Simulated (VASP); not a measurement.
Input:

```yaml
crystal:
  lattice:
    - [-1.48633, 1.48633, 1.48633]
    - [1.48633, -1.48633, 1.48633]
    - [1.48633, 1.48633, -1.48633]
  atoms:
    - { symbol: V, position: [0.00000, 0.00000, 0.00000] }
```

All values below come from rev-vdW-DF2, VASP's PBE PAW potentials (set 64) (plane waves; VASP 6.6.1). Run with 520 eV cut-off, 17×17×17 Γ-centred mesh, first-order Methfessel-Paxton smearing of 0.10 eV, potentials V_sv.

**Question.** What does the run give for the energy per atom (σ→0), band gap (on the k-mesh) with the smallest direct gap where there is one?

**Answer.** 
```
Item                                                         Value
------------------------  ----------------------------------------
band gap (on the k-mesh)  none (metal, semimetal or under 0.01 eV)
energy per atom (σ→0)                               -6.306 eV/atom
```

The compound is V in the bcc structure. It was relaxed first, which changed the volume by -6 %. The run is not spin-polarised, so no magnetic state was tried.
